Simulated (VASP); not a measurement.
Consider the following.

```
CELL_PARAMETERS angstrom
      1.79948    -3.11679     0.00000
      1.79948     3.11679     0.00000
      0.00000     0.00000     5.82680
ATOMIC_POSITIONS crystal
  Hf 0.00000 0.00000 0.00000
  S  0.33333 0.66667 0.24940
  S  0.66667 0.33333 0.75060
```

Method: vdW-DF-cx, VASP's PBE PAW potentials (set 64) (plane waves; VASP 6.6.1). Settings: 520 eV cut-off, 8×8×5 Γ-centred mesh, tetrahedra with Blöchl corrections, potentials Hf_pv S.

The cores are frozen, which limits the accuracy of field gradients.

### Question
Give the principal components of the electric field gradient (V/Å²) and the asymmetry η at each nucleus.

### Answer

```csv
atom,Vxx,Vyy,Vzz,η
Hf1,17.1,17.1,-34.2,0.00
S2,0.4,0.4,-0.8,0.00
S3,0.4,0.4,-0.8,0.00
```

The compound is HfS2 in the 1T layered structure. It was relaxed first.
